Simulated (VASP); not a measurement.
```
AlCo
1.0
    2.83562     0.00000     0.00000
    0.00000     2.83562     0.00000
    0.00000     0.00000     2.83562
Al Co
1 1
Direct
  0.50000   0.50000   0.50000
  0.00000   0.00000   0.00000
```

Calculation: optB86b-vdW, VASP's PBE PAW potentials (set 64) (plane waves; VASP 6.6.1). Numerical set-up: 520 eV cut-off, 12×12×12 Γ-centred mesh, first-order Methfessel-Paxton smearing of 0.10 eV, potentials Al Co.

Question: What does the run give for the energy per atom (σ→0), band gap (on the k-mesh) with the smallest direct gap where there is one?

Answer: 
```
Quantity                                                     Value
------------------------  ----------------------------------------
band gap (on the k-mesh)  none (metal, semimetal or under 0.01 eV)
energy per atom (σ→0)                               -4.203 eV/atom
```

Total energies compare only between runs with the same potentials, cut-off and functional.

The compound is CoAl in the CsCl type structure. It was relaxed first. The start is the result of an earlier pass. The run is not spin-polarised, so no magnetic state was tried.
